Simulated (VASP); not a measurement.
An input for Quantum ESPRESSO's pw.x (written as the equivalent of a VASP run, and not itself run):

```
&CONTROL
  calculation = 'scf'
  pseudo_dir = './pseudo'
  outdir = './out'
  tprnfor = .true.
  tstress = .true.
/
&SYSTEM
  ibrav = 0
  nat = 6
  ntyp = 2
  ecutwfc = 92
  occupations = 'smearing'
  smearing = 'gaussian'
  degauss = 0.003675
  input_dft = 'pbe'
  vdw_corr = 'grimme-d3'
  dftd3_version = 3
  dftd3_threebody = .false.
/
&ELECTRONS
  conv_thr = 7.3e-09
  electron_maxstep = 100
/
ATOMIC_SPECIES
  Cu 63.546 Cu.upf
  O 15.999 O.upf
CELL_PARAMETERS angstrom
     4.2755485    0.0000000    0.0000000
     0.0000000    4.2755485    0.0000000
     0.0000000    0.0000000    4.2755485
ATOMIC_POSITIONS crystal
  Cu   0.7500000  0.2500000  0.7500000
  Cu   0.2500000  0.7500000  0.7500000
  Cu   0.7500000  0.7500000  0.2500000
  Cu   0.2500000  0.2500000  0.2500000
  O    0.0000000  0.0000000  1.0000000
  O    0.5000000  0.5000000  0.5000000
K_POINTS automatic
  5 5 5 0 0 0
```

Write the VASP files for the same calculation (PBE-D3 (zero damping)).

Several could match; the one computed here: 
KPOINTS:
```
kpoints
0
Gamma
5 5 5
0 0 0
```

### INCAR
```
SYSTEM=Cu2O
PREC=Accurate; ENCUT=520; LREAL=.FALSE.
LASPH=.TRUE.
EDIFF=1E-7; NELM=100; ALGO=Normal
LMAXMIX=4
ISMEAR=0; SIGMA=0.05
GGA=PE; IVDW=11
ISIF=2
LWAVE=.FALSE.; LCHARG=.FALSE.
```

File POSCAR:
```
Cu2O
1
    4.2755484876     0.0000000000     0.0000000000
    0.0000000000     4.2755484876     0.0000000000
    0.0000000000     0.0000000000     4.2755484876
Cu O
4 2
Direct
  0.7500000000   0.2500000000   0.7500000000
  0.2500000000   0.7500000000   0.7500000000
  0.7500000000   0.7500000000   0.2500000000
  0.2500000000   0.2500000000   0.2500000000
  0.0000000000   0.0000000000   1.0000000000
  0.5000000000   0.5000000000   0.5000000000
```

POTCAR, in this order: Cu O (PBE.64 set). Program: vasp_std.

The two are equivalent in intent, not identical: the potentials are each code's own (VASP's PAW set, PseudoDojo norm-conserving files in pw.x), so ENCUT and ecutwfc are chosen apart and not converted; conv_thr bounds pw.x's estimated SCF error, while EDIFF bounds the energy change between steps.

The compound is Cu2O in the cuprite structure. It was relaxed first.
